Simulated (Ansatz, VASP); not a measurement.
Na3SBr in VASP and in Ansatz

```
Br S Na
1.0
     5.72000    0.00000    0.00000
     0.00000    5.72000    0.00000
     0.00000    0.00000    5.72000
Br S Na
1 1 3
Direct
  0.00000 0.00000 0.00000
  0.50000 0.50000 0.50000
  0.50000 0.50000 0.00000
  0.50000 0.00000 0.50000
  0.00000 0.50000 0.50000
```

The cell comes from a database or a generator and needn't be the stable form of this composition.

Alike in both runs: task single point; functional PBEsol; k mesh 4 × 4 × 4; occupations gaussian, width 0.05 eV; no spin polarisation.

|  | VASP | Ansatz |
| --- | --- | --- |
| version | VASP 6.6.1 | Ansatz 0.2.0 |
| potentials or method | VASP PAW PBE potentials, release 64 (Br, S, Na_pv) | scalar-relativistic, plane waves, PAW |
| plane-wave cutoff (eV) | 520 | 420 |
| valence electrons in the cell | 34 | 40 |

|  | VASP | Ansatz | Ansatz less VASP |
| --- | --- | --- | --- |
| gap on the k mesh at the Fermi level (eV) | 2.09 | 2.09 | +0.004 |
| least direct gap on the mesh (eV) | 2.09 | 2.09 | +0.004 |
| pressure (GPa) | -3.2 | -3.2 | -0.01 |

With one functional, cell and mesh, what is left measures potentials, basis and numerics. The two sets of potentials don't hold the same shells in valence.

Caveats: the PAW data sets were made with another functional, which shifts forces and pressure a little (VASP). PBEsol gaps usually lie below the measured ones, often by a third to a half.
